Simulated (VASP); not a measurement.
Given:

```
BaF2
1.0
    0.00000     3.16578     3.16578
    3.16578     0.00000     3.16578
    3.16578     3.16578     0.00000
Ba F
1 2
Cartesian
  0.00000   0.00000   0.00000
  1.58289   1.58289   1.58289
  4.74867   4.74867   4.74867
```

Method: SCAN meta-GGA, VASP's PBE PAW potentials (set 64) (plane waves; VASP). Settings: 520 eV cut-off, 6×6×6 Γ-centred mesh, Gaussian smearing of 0.050 eV, potentials Ba_sv F.

Question: Give the stress tensor in GPa (positive for a compressed cell).

Answer: 
```
-3.10   0.00   0.00
 0.00  -3.10   0.00
 0.00   0.00  -3.10
```
The pressure is its mean diagonal, -3.10 GPa.

The compound is BaF2 in the fluorite structure. This cell is one point of a volume scan, at 1.06 of the reference volume.
